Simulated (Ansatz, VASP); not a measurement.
**One calculation of CaTl2Si2, two programs**

```
CELL_PARAMETERS angstrom
0.00000 4.56393 0.00000
4.56393 0.00000 0.00000
2.28197 2.28197 -5.64843
ATOMIC_POSITIONS crystal
Si 0.38400 0.38400 0.23200
Si 0.61600 0.61600 0.76800
Ca 0.00000 0.00000 0.00000
Tl 0.75000 0.25000 0.50000
Tl 0.25000 0.75000 0.50000
```

The cell was built by a generator and needn't be a form met in nature.

Alike in both runs: task single point; functional r2SCAN; k mesh 4 × 4 × 4; no spin polarisation.

|  | VASP | Ansatz |
| --- | --- | --- |
| version | VASP 6.6.1 | Ansatz 0.2.0 |
| potentials or method | VASP PAW PBE potentials, release 64 (Si, Ca_sv, Tl_d) | PAW plane waves |
| plane-wave cutoff (eV) | 520 | 500 |
| occupations | fermi-dirac, width 0.1 eV | fermi-dirac |
| valence electrons in the cell | 44 | 44 |

```tsv
	VASP	Ansatz	Ansatz less VASP
gap on the k mesh at the Fermi level (eV)	none	none	-
pressure (GPa)	5.3	5.3	-0.01
largest component of the traceless stress (GPa)	3.91	3.90	-0.011
rms of the force components (eV/Å)	0.675	0.676	+0.0016
```

Atom by atom the forces differ by 0.002 eV/Å (rms over components). A gap of «none» marks a metal or a gap that the smearing closes.

Caveats: the k mesh is coarse (spacing up to 0.37 Å⁻¹), so the values aren't converged; the PAW data sets were made with another functional, which shifts forces and pressure a little (VASP). The runs have no spin-orbit coupling, so splittings on Tl are missing.
